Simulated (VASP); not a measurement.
Level of theory: r2SCAN meta-GGA, VASP's PBE PAW potentials (set 64) (plane waves; VASP).

A VASP calculation is set up with these files.

**KPOINTS**
```
kpoints
0
Gamma
 10 10 10
```

File POSCAR:
```
Sr
1.0
 -2.4128500000   2.4128500000   2.4128500000
  2.4128500000  -2.4128500000   2.4128500000
  2.4128500000   2.4128500000  -2.4128500000
Sr
1
Cartesian
  0.0000000000   0.0000000000   0.0000000000
```

INCAR:
```
# general
SYSTEM =Sr
PREC   =Accurate
ENCUT  =400
LREAL  =F
LASPH  =T

# electronic loop
EDIFF  =1E-6
NELM   =100
ALGO   =Normal
LMAXMIX=4
LMIXTAU=T

# smearing
ISMEAR =1
SIGMA  =0.1

# functional
METAGGA=R2SCAN

# ions
IBRION =2
NSW    =60
ISIF   =3
EDIFFG =-0.01

# output
LWAVE  =F
LCHARG =F
```

POTCAR, in this order: Sr_sv (PBE.64 set). Program: vasp_std.

The resulting files:

### OSZICAR
```
       N       E                     dE             d eps       ncg     rms          rms(c)
DAV:   1     0.173745411764E+02    0.17375E+02   -0.43966E+03   846   0.803E+02
DAV:   2    -0.171906021802E+02   -0.34565E+02   -0.34262E+02   980   0.159E+02
DAV:   3    -0.187172586088E+02   -0.15267E+01   -0.15126E+01  1338   0.276E+01
DAV:   4    -0.188013763538E+02   -0.84118E-01   -0.83838E-01  1293   0.462E+00
DAV:   5    -0.188018252643E+02   -0.44891E-03   -0.44867E-03  1357   0.290E-01    0.729E+00
DAV:   6    -0.147562177135E+02    0.40456E+01   -0.32161E+00   900   0.923E+00    0.638E+00
DAV:   7    -0.150329038853E+02   -0.27669E+00   -0.72582E-01  1075   0.617E+00    0.562E+00
DAV:   8    -0.159543523084E+02   -0.92145E+00   -0.71806E-01   879   0.592E+00    0.232E+00
DAV:   9    -0.151115871910E+02    0.84277E+00   -0.83663E-01   868   0.546E+00    0.452E-01
DAV:  10    -0.147228049246E+02    0.38878E+00   -0.40377E-01  1004   0.617E+00    0.547E-01
DAV:  11    -0.148612507846E+02   -0.13845E+00   -0.41857E-02  1013   0.199E+00    0.273E-01
DAV:  12    -0.150994108978E+02   -0.23816E+00   -0.12747E-01  1020   0.323E+00    0.443E-01
DAV:  13    -0.150898861678E+02    0.95247E-02   -0.20586E-02   852   0.139E+00    0.784E-01
DAV:  14    -0.151020767651E+02   -0.12191E-01   -0.27004E-02   850   0.144E+00    0.226E-01
DAV:  15    -0.150904532764E+02    0.11623E-01   -0.16132E-02   851   0.103E+00    0.602E-01
DAV:  16    -0.150900182494E+02    0.43503E-03   -0.63146E-04  1460   0.139E-01    0.619E-01
DAV:  17    -0.150877051586E+02    0.23131E-02   -0.49739E-04   875   0.192E-01    0.485E-01
DAV:  18    -0.150864208644E+02    0.12843E-02   -0.56803E-04   857   0.168E-01    0.319E-01
DAV:  19    -0.150864243448E+02   -0.34805E-05   -0.46280E-05  1435   0.438E-02    0.308E-01
DAV:  20    -0.150864003582E+02    0.23987E-04   -0.11974E-05   904   0.286E-02    0.302E-01
DAV:  21    -0.150865697666E+02   -0.16941E-03   -0.15807E-05   910   0.407E-02    0.316E-01
DAV:  22    -0.150871383684E+02   -0.56860E-03   -0.44214E-04   854   0.242E-01    0.402E-01
DAV:  23    -0.150876085016E+02   -0.47013E-03   -0.16624E-04   968   0.105E-01    0.399E-01
DAV:  24    -0.150875323908E+02    0.76111E-04   -0.60565E-05   858   0.104E-01    0.261E-01
DAV:  25    -0.150876054299E+02   -0.73039E-04   -0.31734E-05  1207   0.587E-02    0.214E-01
DAV:  26    -0.150875147954E+02    0.90635E-04   -0.28382E-05   856   0.578E-02    0.188E-01
DAV:  27    -0.150874342803E+02    0.80515E-04   -0.67689E-05   869   0.980E-02    0.852E-02
DAV:  28    -0.150874079231E+02    0.26357E-04   -0.23823E-05   854   0.434E-02    0.409E-02
DAV:  29    -0.150874068344E+02    0.10887E-05   -0.56173E-06   869   0.256E-02    0.226E-02
DAV:  30    -0.150874058935E+02    0.94088E-06   -0.56939E-06   886   0.259E-02
   1 F= -.15087406E+02 E0= -.15087431E+02  d E =-.150874E+02
       N       E                     dE             d eps       ncg     rms          rms(c)
DAV:   1    -0.150916586336E+02   -0.42518E-02   -0.12244E-01   895   0.310E+00    0.398E-01
DAV:   2    -0.150886777475E+02    0.29809E-02   -0.11454E-02   992   0.103E+00    0.218E-01
DAV:   3    -0.150872953478E+02    0.13824E-02   -0.55087E-03  1150   0.576E-01    0.985E-02
DAV:   4    -0.150877522277E+02   -0.45688E-03   -0.74902E-04   849   0.324E-01    0.748E-02
DAV:   5    -0.150878994743E+02   -0.14725E-03   -0.35956E-04   878   0.140E-01    0.291E-02
DAV:   6    -0.150877714591E+02    0.12802E-03   -0.19924E-04   916   0.120E-01    0.884E-03
DAV:   7    -0.150878037468E+02   -0.32288E-04   -0.60007E-05   853   0.857E-02    0.158E-02
DAV:   8    -0.150877829435E+02    0.20803E-04   -0.73558E-06   971   0.259E-02    0.518E-03
DAV:   9    -0.150877970887E+02   -0.14145E-04   -0.22952E-05   850   0.532E-02    0.531E-03
DAV:  10    -0.150877881661E+02    0.89225E-05   -0.24228E-06   858   0.178E-02    0.215E-03
DAV:  11    -0.150877879620E+02    0.20414E-06   -0.70327E-08   491   0.234E-03
   2 F= -.15087788E+02 E0= -.15087899E+02  d E =-.382068E-03
       N       E                     dE             d eps       ncg     rms          rms(c)
DAV:   1    -0.150906697098E+02   -0.28815E-02   -0.88305E-02   895   0.263E+00    0.340E-01
DAV:   2    -0.150885165021E+02    0.21532E-02   -0.82765E-03   992   0.877E-01    0.183E-01
DAV:   3    -0.150875404132E+02    0.97609E-03   -0.39230E-03  1142   0.486E-01    0.815E-02
DAV:   4    -0.150878554036E+02   -0.31499E-03   -0.54020E-04   850   0.277E-01    0.634E-02
DAV:   5    -0.150880115146E+02   -0.15611E-03   -0.30707E-04   862   0.133E-01    0.258E-02
DAV:   6    -0.150878807235E+02    0.13079E-03   -0.14586E-04   878   0.106E-01    0.755E-03
DAV:   7    -0.150879030507E+02   -0.22327E-04   -0.48802E-05   854   0.769E-02    0.142E-02
DAV:   8    -0.150878858380E+02    0.17213E-04   -0.49580E-06   937   0.223E-02    0.512E-03
DAV:   9    -0.150878996229E+02   -0.13785E-04   -0.19270E-05   850   0.481E-02    0.473E-03
DAV:  10    -0.150878906315E+02    0.89914E-05   -0.22918E-06   854   0.168E-02    0.161E-03
DAV:  11    -0.150878903895E+02    0.24192E-06   -0.58141E-08   461   0.209E-03
   3 F= -.15087890E+02 E0= -.15088062E+02  d E =-.484496E-03
```

File OUTCAR:
```
------------------------ aborting loop because EDIFF is reached ----------------------------------------
  FORCE on cell =-STRESS in cart. coord.  units (eV):
  Direction    XX          YY          ZZ          XY          YZ          ZX
  --------------------------------------------------------------------------------------
  Total       -0.0000982     -0.0000982     -0.0000982     -0.0000000      0.0000000     -0.0000000
  in kB       -0.0028449     -0.0028449     -0.0028449     -0.0000000      0.0000000     -0.0000000
  external PRESSURE =      -0.0028449 kB  Pullay stress =       0.0000000 kB
  volume of cell :       55.29
      direct lattice vectors                 reciprocal lattice vectors
    -2.399863479  2.399863479  2.399863479     0.000000000  0.208345185  0.208345185
     2.399863479 -2.399863479  2.399863479     0.208345185  0.000000000  0.208345185
     2.399863479  2.399863479 -2.399863479     0.208345185  0.208345185  0.000000000
 POSITION                                       TOTAL-FORCE (eV/Angst)
 -----------------------------------------------------------------------------------
      0.00000      0.00000      0.00000         0.000000      0.000000      0.000000
 -----------------------------------------------------------------------------------
    total drift:                               -0.000000     -0.000000     -0.000000
  FREE ENERGIE OF THE ION-ELECTRON SYSTEM (eV)
  ---------------------------------------------------
  free  energy   TOTEN  =       -15.0878903895 eV

  energy  without entropy=      -15.0884040797  energy(sigma->0) =      -15.08806162

 reached required accuracy - stopping structural energy minimisation
```
(Selected blocks of OUTCAR.)

**CONTCAR**
```
Sr
   1.00000000000000
    -2.3998634794779723    2.3998634794779723    2.3998634794779723
     2.3998634794779723   -2.3998634794779723    2.3998634794779723
     2.3998634794779723    2.3998634794779723   -2.3998634794779723
  Sr
     1
Direct
     0.0000000000000000    0.0000000000000000    0.0000000000000000
```

The structure was generated: Sr was put into the bcc type (Im-3m), which need not be its known phase. This run relaxes it. Symmetry was kept, so distortions that lower it aren't found.
